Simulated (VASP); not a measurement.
# CaInH (Pmmm) in VASP: single point with PBE

Aim: the single point of CaInH with PBE.

Program: VASP 6.6.1. These are calculated values, not measurements. Logs are shortened: lines on timing, memory, paths and dates and some standing lists are left out, and cuts for length are marked.

## Step 1: The cell of the first run

Symmetry: Pmmm, No. 47, orthorhombic system. Conventional cell: a = 3.694 Å, b = 3.730 Å, c = 3.844 Å, α = 90.00°, β = 90.00°, γ = 90.00°. Ca (site symmetry mmm) is surrounded by 4 In at 2.62 Å. Around In (site symmetry mmm) lie 2 H at 1.92 Å. H (site symmetry mmm) has 2 In at 1.92 Å as nearest neighbours.

The cell was built by a generator and needn't be a form met in nature.

## Step 2: Single point, PBE (species swapped into the TmCoC type (Pmmm, No. 47))

INCAR reads:

```
  ALGO = Fast
  EDIFF = 1E-6
  ENCUT = 520
  GGA = PE
  ISIF = 2
  ISMEAR = 0
  LASPH = True
  LCHARG = True
  LELF = True
  LREAL = False
  LVHAR = True
  LWAVE = False
  NBANDS = 19
  NELM = 100
  PREC = Accurate
  SIGMA = 0.1
```

KPOINTS reads:

```
k-points
0
Gamma
  6 6 4
```

POSCAR reads:

```
CaInH
1.0
    3.6940223400      0.0000000000      0.0000000000
    0.0000000000      3.7295247200      0.0000000000
    0.0000000000      0.0000000000      3.8444629400
Ca In H
1 1 1
Direct
    0.0000000000      0.0000000000      0.0000000000
    0.5000000000      0.5000000000      0.0000000000
    0.5000000000      0.5000000000      0.5000000000
```

Potentials or basis: VASP PAW PBE potentials, release 64 (Ca_sv, In_d, H).

The run is started by

```
$ cat potpaw_PBE.64/Ca_sv/POTCAR potpaw_PBE.64/In_d/POTCAR potpaw_PBE.64/H/POTCAR > POTCAR
$ mpirun -np 1 vasp_std > vasp.out
```

OUTCAR:

```text
EDIFF = 1E-6
   ENCUT = 520
   GGA = PE
   ISIF = 2
   ISMEAR = 0
   LASPH = True
   LREAL = False
   NELM = 100
   PREC = Accurate

 ion  position               nearest neighbor table
   1  0.000  0.000  0.000-   2 2.62   2 2.62   2 2.62   2 2.62
   2  0.500  0.500  0.000-   3 1.92   3 1.92   1 2.62   1 2.62   1 2.62   1 2.62
   3  0.500  0.500  0.500-   2 1.92   2 1.92

  LATTYP: Found a simple orthorhombic cell.
 ALAT       =     3.6940223400
 B/A-ratio  =     1.0096107648
 C/A-ratio  =     1.0407254169

  Lattice vectors:

 A1 = (   3.6940223400,   0.0000000000,   0.0000000000)
 A2 = (   0.0000000000,   3.7295247200,   0.0000000000)
 A3 = (   0.0000000000,   0.0000000000,   3.8444629400)

Analysis of symmetry for initial positions (statically):
=====================================================================
 Subroutine PRICEL returns:
 Original cell was already a primitive cell.

 Routine SETGRP: Setting up the symmetry group for a
 simple orthorhombic supercell.

 Subroutine GETGRP returns: Found  8 space group operations
 (whereof  8 operations were pure point group operations)
 out of a pool of  8 trial point group operations.

The static configuration has the point symmetry D_2h.

Analysis of symmetry for dynamics (positions and initial velocities):
=====================================================================
 Subroutine PRICEL returns:
 Original cell was already a primitive cell.

 Routine SETGRP: Setting up the symmetry group for a
 simple orthorhombic supercell.

 Subroutine GETGRP returns: Found  8 space group operations
 (whereof  8 operations were pure point group operations)
 out of a pool of  8 trial point group operations.

The dynamic configuration has the point symmetry D_2h.

 Subroutine INISYM returns: Found  8 space group operations
 (whereof  8 operations are pure point group operations),
 and found     1 'primitive' translations

----------------------------------------------------------------------------------------

                                     Primitive cell

  volume of cell :      52.9650

  direct lattice vectors                    reciprocal lattice vectors
     3.694022340  0.000000000  0.000000000     0.270707621  0.000000000  0.000000000
     0.000000000  3.729524720  0.000000000     0.000000000  0.268130680  0.000000000
     0.000000000  0.000000000  3.844462940     0.000000000  0.000000000  0.260114356

  length of vectors
     3.694022340  3.729524720  3.844462940     0.270707621  0.268130680  0.260114356

  position of ions in fractional coordinates (direct lattice)
     0.000000000  0.000000000  0.000000000
     0.500000000  0.500000000  0.000000000
     0.500000000  0.500000000  0.500000000

  ion indices of the primitive-cell ions
   primitive index   ion index
                 1           1
                 2           2
                 3           3

----------------------------------------------------------------------------------------

 KPOINTS: k-points

Automatic generation of k-mesh.
 Grid dimensions read from file:
 generate k-points for:    6    6    4

 Generating k-lattice:

  Cartesian coordinates                     Fractional coordinates (reciprocal lattice)
     0.045117937  0.000000000  0.000000000     0.166666667  0.000000000  0.000000000
     0.000000000  0.044688447  0.000000000     0.000000000  0.166666667  0.000000000
     0.000000000  0.000000000  0.065028589     0.000000000  0.000000000  0.250000000

  Length of vectors
     0.045117937  0.044688447  0.065028589

  Shift w.r.t. Gamma in fractional coordinates (k-lattice)
     0.000000000  0.000000000  0.000000000

 Subroutine IBZKPT returns following result:
 ===========================================

 Found     48 irreducible k-points:

 Following reciprocal coordinates:
            Coordinates               Weight
  0.000000  0.000000  0.000000      1.000000
  0.166667  0.000000  0.000000      2.000000
  0.333333  0.000000  0.000000      2.000000
  0.500000  0.000000  0.000000      1.000000
  0.000000  0.166667  0.000000      2.000000
  0.166667  0.166667  0.000000      4.000000
[... 16 lines left out ...]
  0.333333  0.166667  0.250000      8.000000
  0.500000  0.166667  0.250000      4.000000
 [... further k-points ...]
   k-points           NKPTS =     48   k-points in BZ     NKDIM =     48   number of bands    NBANDS=     19
   number of dos      NEDOS =    301   number of ions     NIONS =      3
   total plane-waves  NPLWV =  23520
   dimension x,y,z NGX =    28 NGY =   28 NGZ =   30
   dimension x,y,z NGXF=    56 NGYF=   56 NGZF=   60
   ions per type =               1   1   1
   NGX,Y,Z   is equivalent  to a cutoff of  12.60, 12.48, 12.97 a.u.
   NGXF,Y,Z  is equivalent  to a cutoff of  25.20, 24.96, 25.95 a.u.
 SYSTEM =  unknown system
   PREC   = accura    normal or accurate (medium, high low for compatibility)
   ISTART =      0    job   : 0-new  1-cont  2-samecut
   ICHARG =      2    charge: 1-file 2-atom 10-const
   ISPIN  =      1    spin polarized calculation?
   LNONCOLLINEAR =      F non collinear calculations
   LSORBIT =      F    spin-orbit coupling
   LASPH  =      T    aspherical Exc in radial PAW
   ENCUT  =  520.0 eV  38.22 Ry    6.18 a.u.   6.87  6.93  7.15*2*pi/ulx,y,z
   NELM   =    100;   NELMIN=  2; NELMDL= -5     # of ELM steps
   EDIFF  = 0.1E-05   stopping-criterion for ELM
   LREAL  =      F    real-space projection
   EDIFFG = 0.1E-04   stopping-criterion for IOM
   NSW    =      0    number of steps for IOM
   IBRION =     -1    ionic relax: 0-MD 1-quasi-New 2-CG
   NFREE  =      0    steps in history (QN), initial steepest desc. (CG)
   ISIF   =      2    stress and relaxation
   ISYM   =      2    0-nonsym 1-usesym 2-fastsym
   POTIM  = 0.5000    time-step for ionic-motion
   TEBEG  =    0.0;   TEEND  =   0.0 temperature during run
   PSTRESS=    0.0 pullay stress
   NELECT =      24.0000    total number of electrons
   NUPDOWN=      -1.0000    fix difference up-down
   EMIN   =  10.00;   EMAX   =-10.00  energy-range for DOS
   EFERMI =   0.00;   METHOD = LEGACY
   ISMEAR =     0;   SIGMA  =   0.10  broadening in eV -4-tet -1-fermi 0-gaus
   EFERMI_NEDOS =   21; number of points for ismear=-14 and -15
   IALGO  =     68    algorithm
   IMIX   =      4    mixing-type and parameters
     AMIX     =   0.40;   BMIX     =  1.00
     AMIX_MAG =   1.60;   BMIX_MAG =  1.00
  volume/ion in A,a.u.               =      17.65       119.14
  Fermi-wavevector in a.u.,A,eV,Ry     =   1.257426  2.376190 21.512437  1.581120
  Thomas-Fermi vector in A             =   2.391085
   LORBIT       =      0    0 simple, 1 ext, 2 COOP (PROOUT), +10 PAW based schemes
   GGA     = PE    functional components
   LHFCALC =     F    Hartree Fock is set to
   AEXX    =    0.0000 exact exchange contribution
   IVDW    =     0    specifies the selected vdW correction
   LEPSILON=     F    determine dielectric tensor
   LRPA    =     F    only Hartree local field effects (RPA)
 non-spin polarized calculation
 RMM-DIIS sequential band-by-band and
 Gauss-broadening in eV      SIGMA  =   0.10
  energy-cutoff  :      520.00
  volume of cell :       52.96
 maximum number of plane-waves:      1446
 NGX is ok and might be reduce to    28
   NGX = 13   NGY = 13   NGZ = 15

 number of electron      24.0000005 magnetization

 Free energy of the ion-electron system (eV)
  ---------------------------------------------------
  ext. energy  EPLUGINS =         0.00000000
  ---------------------------------------------------
  free energy    TOTEN  =        -4.46394451 eV

  energy without entropy =       -4.44744450  energy(sigma->0) =       -4.45569450

 E-fermi :   6.3084     XC(G=0):  -9.7630

 val. band max:        6.3077530286   @ k =   0.1667   0.0000   0.2500
 cond. band min:       6.3123191712   @ k =   0.1667   0.0000   0.0000
 fundamental gap:      0.0045661426
 Fermi energy:         6.3083987470

 k-point     1 :       0.0000    0.0000    0.0000
  band No.  band energies     occupation
      1     -34.9472      2.00000
      2     -16.1006      2.00000
      3     -16.0462      2.00000
      4     -16.0274      2.00000
      5      -9.1569      2.00000
      6      -9.1156      2.00000
[... 11 lines left out ...]
     18      10.2759      0.00000
     19      10.3136      0.00000

 k-point     2 :       0.1667    0.0000    0.0000
  band No.  band energies     occupation
      1     -34.9428      2.00000
      2     -16.1001      2.00000
      3     -16.0986      2.00000
      4     -16.0707      2.00000
      5      -9.1313      2.00000
      6      -9.0389      2.00000
[... 11 lines left out ...]
     18      10.8691      0.00000
     19      11.7549      0.00000

 k-point     3 :       0.3333    0.0000    0.0000
  band No.  band energies     occupation
      1     -34.9340      2.00000
      2     -16.2408      2.00000
      3     -16.1187      2.00000
      4     -16.0945      2.00000
      5      -9.0834      2.00000
      6      -8.9311      2.00000
[... 11 lines left out ...]
     18      12.1772      0.00000
     19      13.6161      0.00000

 k-point     4 :       0.5000    0.0000    0.0000
  band No.  band energies     occupation
      1     -34.9295      2.00000
      2     -16.3091      2.00000
      3     -16.1423      2.00000
      4     -16.0925      2.00000
      5      -9.0610      2.00000
      6      -8.8815      2.00000
[... 11 lines left out ...]
     18      12.8759      0.00000
     19      13.5157      0.00000

 k-point     5 :       0.0000    0.1667    0.0000
  band No.  band energies     occupation
      1     -34.9431      2.00000
      2     -16.1154      2.00000
      3     -16.0990      2.00000
      4     -16.0516      2.00000
      5      -9.1319      2.00000
      6      -9.0397      2.00000
[... 11 lines left out ...]
     18      10.8492      0.00000
     19      11.8170      0.00000

 k-point     6 :       0.1667    0.1667    0.0000
  band No.  band energies     occupation
      1     -34.9393      2.00000
      2     -16.1544      2.00000
      3     -16.0959      2.00000
      4     -16.0816      2.00000
      5      -9.1377      2.00000
      6      -8.9900      2.00000
[... 11 lines left out ...]
     18      11.4719      0.00000
     19      12.5278      0.00000

 k-point     7 :       0.3333    0.1667    0.0000
  band No.  band energies     occupation
      1     -34.9318      2.00000
      2     -16.2388      2.00000
      3     -16.1338      2.00000
      4     -16.0899      2.00000
      5      -9.1018      2.00000
      6      -8.9054      2.00000
[... 11 lines left out ...]
     18      12.3519      0.00000
     19      13.0415      0.00000

 k-point     8 :       0.5000    0.1667    0.0000
  band No.  band energies     occupation
      1     -34.9279      2.00000
      2     -16.2823      2.00000
      3     -16.1576      2.00000
      4     -16.0869      2.00000
      5      -9.0723      2.00000
      6      -8.8769      2.00000
[... 256 lines left out ...]
 k-point    20 :       0.5000    0.0000    0.2500
  band No.  band energies     occupation
      1     -34.9264      2.00000
      2     -16.3015      2.00000
      3     -16.1403      2.00000
      4     -16.1380      2.00000
      5      -8.9084      2.00000
      6      -8.8783      2.00000
[... 11 lines left out ...]
     18      12.3062      0.00000
     19      14.0622      0.00000

 k-point    21 :       0.0000    0.1667    0.2500
  band No.  band energies     occupation
      1     -34.9399      2.00000
      2     -16.1493      2.00000
      3     -16.1100      2.00000
      4     -16.0473      2.00000
      5      -9.0383      2.00000
      6      -9.0307      2.00000
[... 11 lines left out ...]
     18      12.0073      0.00000
     19      12.4714      0.00000

 k-point    22 :       0.1667    0.1667    0.2500
  band No.  band energies     occupation
      1     -34.9362      2.00000
      2     -16.1501      2.00000
      3     -16.1443      2.00000
      4     -16.0766      2.00000
      5      -9.0485      2.00000
      6      -8.9870      2.00000
[... 11 lines left out ...]
     18      11.2873      0.00000
     19      13.4736      0.00000

 k-point    23 :       0.3333    0.1667    0.2500
  band No.  band energies     occupation
      1     -34.9286      2.00000
      2     -16.2323      2.00000
      3     -16.1378      2.00000
      4     -16.1287      2.00000
      5      -8.9883      2.00000
      6      -8.9007      2.00000
[... 11 lines left out ...]
     18      12.5239      0.00000
     19      13.5706      0.00000

 k-point    24 :       0.5000    0.1667    0.2500
  band No.  band energies     occupation
      1     -34.9248      2.00000
      2     -16.2749      2.00000
      3     -16.1529      2.00000
      4     -16.1339      2.00000
      5      -8.9223      2.00000
      6      -8.8756      2.00000
[... 11 lines left out ...]
     18      12.8263      0.00000
     19      13.6069      0.00000

 [... further k-points ...]

------------------------ aborting loop because EDIFF is reached ----------------------------------------

  FORCE on cell =-STRESS in cart. coord.  units (eV):
  Direction    XX          YY          ZZ          XY          YZ          ZX
  --------------------------------------------------------------------------------------
  -------------------------------------------------------------------------------------
  Total       14.3070329     14.9313969      2.0914341      0.0000000      0.0000000      0.0000000
  in kB      432.7842732    451.6711331     63.2653745      0.0000000      0.0000000      0.0000000
  external PRESSURE =     315.9069269 kB  Pullay stress =       0.0000000 kB

 VOLUME and BASIS-vectors are now :
 -----------------------------------------------------------------------------
  energy-cutoff  :      520.00
  volume of cell :       52.96
      direct lattice vectors                 reciprocal lattice vectors
     3.694022340  0.000000000  0.000000000     0.270707621  0.000000000  0.000000000
     0.000000000  3.729524720  0.000000000     0.000000000  0.268130680  0.000000000
     0.000000000  0.000000000  3.844462940     0.000000000  0.000000000  0.260114356

 POSITION                                       TOTAL-FORCE (eV/Angst)
 -----------------------------------------------------------------------------------
      0.00000      0.00000      0.00000         0.000000      0.000000      0.000000
      1.84701      1.86476      0.00000         0.000000      0.000000      0.000000
      1.84701      1.86476      1.92223         0.000000      0.000000      0.000000
 -----------------------------------------------------------------------------------
    total drift:                                0.000000      0.000000     -0.000000

  FREE ENERGIE OF THE ION-ELECTRON SYSTEM (eV)
  ---------------------------------------------------
  free  energy   TOTEN  =        -4.4639445095 eV

  energy  without entropy=       -4.4474444984  energy(sigma->0) =       -4.45569450
```

Run time: 31 s. Hardware: 1 thread of Intel Xeon 6975P-C (Granite Rapids), shared host; peak memory 0.19 GiB.

Results:

- Free energy: -4.4639 eV
- Pressure: 31.6 GPa
- Band gap on the k mesh: none (metal or under the smearing width)

Levels at points of the mesh, in eV from the Fermi level:
| k point | band 10 | band 11 | band 12 | band 13 | band 14 | band 15 |
| --- | --- | --- | --- | --- | --- | --- |
| (0.00, 0.00, 0.00) | -9.40 | -0.30 | 0.63 | 1.66 | 1.87 | 2.92 |
| (0.50, 0.00, 0.00) | -7.64 | -3.82 | 0.04 | 0.76 | 0.84 | 2.14 |
| (0.00, 0.50, 0.00) | -7.69 | -3.80 | 0.15 | 0.72 | 0.83 | 2.10 |
| (0.50, 0.50, 0.00) | -7.63 | -1.50 | -1.43 | 0.94 | 1.34 | 2.80 |
| (0.00, 0.00, 0.50) | -6.90 | -6.75 | 1.08 | 2.69 | 2.78 | 3.41 |
| (0.50, 0.00, 0.50) | -6.35 | -4.48 | -2.55 | 0.47 | 0.84 | 2.20 |
| (0.00, 0.50, 0.50) | -6.38 | -4.55 | -2.51 | 0.58 | 0.80 | 2.25 |
| (0.50, 0.50, 0.50) | -5.59 | -4.92 | 0.10 | 0.20 | 0.24 | 0.26 |

Caveat: the k mesh is coarse (spacing up to 0.41 Å⁻¹), so the values aren't converged; a pressure of tens of GPa on the cell as given is suspect, and the run, the potentials or the cell itself is likely at fault.
